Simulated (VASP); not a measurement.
Input:

```xyz
2
Lattice="0.0000 3.3815 3.3815 3.3815 0.0000 3.3815 3.3815 3.3815 0.0000" Properties=species:S:1:pos:R:3 pbc="T T T"
Sn     6.7631     3.3815     3.3815
Sb     5.0723     5.0723     5.0723
```

Computed with PBEsol GGA with spin-orbit coupling, VASP's PBE PAW potentials (set 64) (plane waves; VASP). Settings: 400 eV cut-off, 9×9×9 Γ-centred mesh, Gaussian smearing of 0.050 eV, potentials Sn_d Sb.

Question: The job: SnSb (space group F-43m), 2 atoms, PBEsol+SOC, static run, 400 eV, 9×9×9 Γ-centred mesh. Roughly how much core time does it take on a busy server core?

Answer: About 5 core-minutes (one run on a shared machine, a rough figure). It had 55 irreducible k-points, 26 bands, up to 2840 plane waves and 13 electronic steps.

The structure comes from a computed database's SnSb entry (F-43m); how it stands against other phases isn't given here. It was relaxed first, which changed the volume by -7 %.
